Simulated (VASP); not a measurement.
Data:

```xyz
3
Lattice="1.9594 -3.3938 0.0000 1.9594 3.3938 0.0000 0.0000 0.0000 6.1192" Properties=species:S:1:pos:R:3 pbc="T T T"
Sn     0.0000     0.0000     0.0000
Se     1.9594     1.1313     1.6246
Se     1.9594    -1.1313     4.4946
```

Computed with PBE GGA with D3 dispersion (Becke-Johnson damping), VASP's PBE PAW potentials (set 64) (plane waves; VASP). Settings: 520 eV cut-off, 7×7×4 Γ-centred mesh, Gaussian smearing of 0.050 eV, potentials Sn_d Se.

Q: The ions and cell shape at fixed volume are relaxed. Predict the relaxed structure.

A: 
```xyz
3
Lattice="1.9302 -3.3433 0.0000 1.9302 3.3433 0.0000 0.0000 0.0000 6.3056" Properties=species:S:1:pos:R:3 pbc="T T T"
Sn     0.0000     0.0000     0.0000
Se     1.9302     1.1144     1.5960
Se     1.9302    -1.1144     4.7096
```
Space group P-3m1 (164), at a tolerance of 0.03 Å.

Q: How much energy does the relaxation gain?

A: The energy (σ→0) changes by -10.9 meV/atom, in 7 ionic steps.

The compound is SnSe2 in the 1T layered structure. This cell is one point of a volume scan, at 1.06 of the reference volume. Symmetry was kept, so distortions that lower it aren't found.
